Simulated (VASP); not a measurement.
The input files of a VASP run:

File POSCAR:
```
Y
1
    0.0000000000     2.5478580000     2.5478580000
    2.5478580000     0.0000000000     2.5478580000
    2.5478580000     2.5478580000     0.0000000000
Y
1
Direct
  0.0000000000   0.0000000000   0.0000000000
```

**INCAR**
```
! general
SYSTEM =Y
PREC   =Accurate
ENCUT  =400
LREAL  =.FALSE.
LASPH  =.TRUE.

! electronic loop
EDIFF  =1E-6
NELM   =100
ALGO   =Normal
LMAXMIX=4

! smearing
ISMEAR =1
SIGMA  =0.1

! functional
GGA    =PS

! ions
IBRION =2
NSW    =60
ISIF   =3
EDIFFG =-0.01

! output
LWAVE  =.FALSE.
LCHARG =.FALSE.
```

### KPOINTS
```
Automatic mesh
0
Gamma
11 11 11
0 0 0
```

POTCAR, in this order: Y_sv (PBE.64 set). Program: vasp_std.

**Question.** Write an equivalent input for Quantum ESPRESSO's pw.x.

**Answer.** One equivalent input (not run):
```
&CONTROL
  calculation = 'vc-relax'
  pseudo_dir = './pseudo'
  outdir = './out'
  tprnfor = .true.
  tstress = .true.
  nstep = 60
  forc_conv_thr = 0.00039
/
&SYSTEM
  ibrav = 0
  nat = 1
  ntyp = 1
  ecutwfc = 72
  occupations = 'smearing'
  smearing = 'methfessel-paxton'
  degauss = 0.00735
  input_dft = 'pbesol'
/
&ELECTRONS
  conv_thr = 7.3e-08
  electron_maxstep = 100
/
&IONS
/
&CELL
/
ATOMIC_SPECIES
  Y 88.906 Y.upf
CELL_PARAMETERS angstrom
     0.0000000    2.5478580    2.5478580
     2.5478580    0.0000000    2.5478580
     2.5478580    2.5478580    0.0000000
ATOMIC_POSITIONS crystal
  Y    0.0000000  0.0000000  0.0000000
K_POINTS automatic
  11 11 11 0 0 0
```
What does not carry over: the potentials are each code's own (VASP's PAW set, PseudoDojo norm-conserving files in pw.x), so ENCUT and ecutwfc are chosen apart and not converted; conv_thr bounds pw.x's estimated SCF error, while EDIFF bounds the energy change between steps; forc_conv_thr acts on force components and is met together with etot_conv_thr.

The structure was generated: Y was put into the fcc type (Fm-3m), which need not be its known phase. This run relaxes it. Symmetry was kept, so distortions that lower it aren't found.
